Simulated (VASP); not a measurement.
```xyz
2
Lattice="1.7115 0.9881 5.2002 -1.7115 0.9881 5.2002 0.0000 -1.9763 5.2002" Properties=species:S:1:pos:R:3 pbc="T T T"
Tl     0.0000     0.0000     7.8003
Hg     0.0000     0.0000     0.0000
```

Computed with PBEsol GGA, VASP's PBE PAW potentials (set 64) (plane waves; VASP). Numerical set-up: 400 eV cut-off, 11×11×11 Γ-centred mesh, first-order Methfessel-Paxton smearing of 0.10 eV, potentials Tl_d Hg.

Unless said otherwise, spin-orbit coupling is left out, though it shifts the bands of the heavy elements here.

What does the run give for the energy per atom (σ→0), band gap (on the k-mesh) with the smallest direct gap where there is one?

```yaml
band gap (on the k-mesh): none (metal, semimetal or under 0.01 eV)
energy per atom (σ→0): -1.600 eV/atom
```

Total energies compare only between runs with the same potentials, cut-off and functional.

The structure comes from a computed database's TlHg entry (R-3m); how it stands against other phases isn't given here. It was relaxed first, which changed the volume by -7 %. The start is the result of an earlier pass. The electron count is odd and the run is not spin-polarised, which forces a metal.
